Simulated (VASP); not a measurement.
Input for VASP

**POSCAR**
```
HgBr2
1.0
  2.2101024937  -3.4382969181   0.0000000000
  2.2101024937   3.4382969181   0.0000000000
  0.0000000000   0.0000000000  12.6797482157
Hg Br
2 4
Cartesian
  2.2101024937  -0.9791919260  10.5593232412
  2.2101024937   0.9791919260   4.2194491334
  2.2101024937  -0.9210375058   5.8472974622
  2.2101024937   0.9210375058  12.1871715701
  2.2101024937  -2.9034610084   8.9528757280
  2.2101024937   2.9034610084   2.6130016201
```

**KPOINTS**
```
Regular mesh
0
Gamma
 6 6 2
0 0 0
```

INCAR:
```
ALGO  =  Normal
EDIFF  =  1E-6
EDIFFG  =  -0.02
ENCUT  =  400
GGA  =  PS
IBRION  =  2
ISIF  =  3
ISMEAR  =  0
LASPH  =  .TRUE.
LCHARG  =  .FALSE.
LMAXMIX  =  6
LREAL  =  .FALSE.
LWAVE  =  .FALSE.
NELM  =  100
NSW  =  60
PREC  =  Accurate
SIGMA  =  0.05
SYSTEM  =  HgBr2
```

POTCAR, in this order: Hg Br (PBE.64 set). Program: vasp_std.

Question: Translate this PBEsol calculation to Ansatz.

Answer: One equivalent input (not run):
Ansatz 0.2 input:
```yaml
crystal:
  lattice:
    - [2.2101025, -3.4382969, 0.0000000]
    - [2.2101025, 3.4382969, 0.0000000]
    - [0.0000000, 0.0000000, 12.6797482]
  atoms:
    - { symbol: Hg, position: [0.6423949, 0.3576051, 0.8327707] }
    - { symbol: Hg, position: [0.3576051, 0.6423949, 0.3327707] }
    - { symbol: Br, position: [0.6339380, 0.3660620, 0.4611525] }
    - { symbol: Br, position: [0.3660620, 0.6339380, 0.9611525] }
    - { symbol: Br, position: [0.9222237, 0.0777763, 0.7060768] }
    - { symbol: Br, position: [0.0777763, 0.9222237, 0.2060768] }
kpoints:
  mp_grid: { grid: [6, 6, 2] }
hamiltonian:
  xc: pbesol
  pseudopotentials: { kind: paw }
scf:
  occupations: { method: gaussian, width: 0.05 }
  max_iter: 100
relax:
  max_steps: 60
  f_tol: 0.02
  cell: {}
output: { forces: true, stress: true, eigenvalues: true }
```
Limits of the translation: each code has its own PAW files, so the cut-off isn't converted (ENCUT is set for VASP's; basis.ecutwfc is left out, and Ansatz then takes the one that its files recommend); Ansatz stops its SCF on the density residual and VASP on the energy change (EDIFF).

The compound is HgBr2 in the sg36 structure. It was relaxed first. The start is the result of an earlier pass.
